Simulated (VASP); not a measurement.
The input files of a VASP run:

**INCAR**
```
SYSTEM = BaO
PREC = Accurate; ENCUT = 520; LREAL = .False.
LASPH = .True.
EDIFF = 1E-6; NELM = 100; ALGO = Normal
LMAXMIX = 4
ISMEAR = 0; SIGMA = 0.05
GGA = PE
ISIF = 2
LWAVE = .False.; LCHARG = .False.
```

### POSCAR
```
BaO
3.9390730
  0.0000000000   0.7013924342   0.7127753154
  0.7033467011   0.0000000000   0.7127753154
  0.7033467011   0.7013924342   0.0000000000
Ba O
1 1
Cartesian
  0.0000000000   0.0000000000   0.0000000000
  0.7170605551   0.7013924342   0.7127753154
```

**KPOINTS**
```
Automatic mesh
0
Gamma
7 7 7
0 0 0
```

POTCAR, in this order: Ba_sv O (PBE.64 set). Program: vasp_std.

Task: Translate this PBE calculation to Ansatz.

Result: One equivalent input (not run):
Ansatz 0.2 input:
```yaml
crystal:
  lattice:
    - [0.0000000, 2.7628360, 2.8076740]
    - [2.7705340, 0.0000000, 2.8076740]
    - [2.7705340, 2.7628360, 0.0000000]
  atoms:
    - { symbol: Ba, position: [0.0000000, 0.0000000, 0.0000000] }
    - { symbol: O, position: [0.4902510, 0.5097490, 0.5097490] }
kpoints:
  mp_grid: { grid: [7, 7, 7] }
hamiltonian:
  xc: pbe
  pseudopotentials: { kind: paw }
scf:
  occupations: { method: gaussian, width: 0.05 }
  max_iter: 100
output: { forces: true, stress: true, eigenvalues: true }
```
Limits of the translation: each code has its own PAW files, so the cut-off isn't converted (ENCUT is set for VASP's; basis.ecutwfc is left out, and Ansatz then takes the one that its files recommend); Ansatz stops its SCF on the density residual and VASP on the energy change (EDIFF).

The compound is BaO in the rock salt structure. The cell was not relaxed at this level, atoms are displaced from their ideal sites.
